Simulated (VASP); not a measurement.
## LaMg6V: equation of state with PBE

Crystal: LaMg6V.

```
CELL_PARAMETERS angstrom
5.20895 0.00000 0.00000
0.00000 3.21383 5.79071
0.00000 -3.21383 5.79071
ATOMIC_POSITIONS crystal
La 0.50000 0.66742 0.66742
V 0.50000 0.16487 0.16487
Mg 0.00000 0.83898 0.83898
Mg 0.00000 0.32394 0.32394
Mg 0.00000 0.31574 0.85064
Mg 0.00000 0.85064 0.31574
Mg 0.50000 0.16442 0.67399
Mg 0.50000 0.67399 0.16442
```

The cell comes from a database or a generator and needn't be the stable form of this composition.

```
Program                : VASP 6.6.1
Task                   : equation of state
Functional             : PBE
Potentials or basis    : VASP PAW PBE potentials, release 64 (La, V_sv, Mg)
Cutoff                 : 520 eV
k mesh                 : 5 × 5 × 5
Occupations            : fermi-dirac, width 0.05 eV
Spin                   : collinear spin, ferromagnetic start
Starting moments       : [0.0, 2.0, 0.0, 0.0, 0.0, 0.0, 0.0, 0.0] μB
Further INCAR settings : ALGO = Normal; EDIFF = 1e-07; NBANDS = 32
```

```yaml
Equilibrium_volume: 24.21 Å³/atom
Bulk_modulus_at_fixed_shape_and_positions: 37 GPa
Pressure_derivative_of_the_bulk_modulus: 3.7
```

Energy against volume, from the lowest point:
```csv
volume (Å³/atom),energy (meV/atom)
22.781,10.59
23.266,4.46
23.750,1.02
24.235,0.00
24.720,1.20
25.205,4.42
25.689,9.48
```

All runs of the series together: 41 min on 1 thread of Intel(R) Xeon(R) 6975P-C (Granite Rapids) (shared host).

Caveat: the cell was scaled at fixed shape and fractional positions, which overstates the stiffness of a crystal with free parameters, most of all of layers and chains. The run has no spin-orbit coupling, so splittings on La are missing.
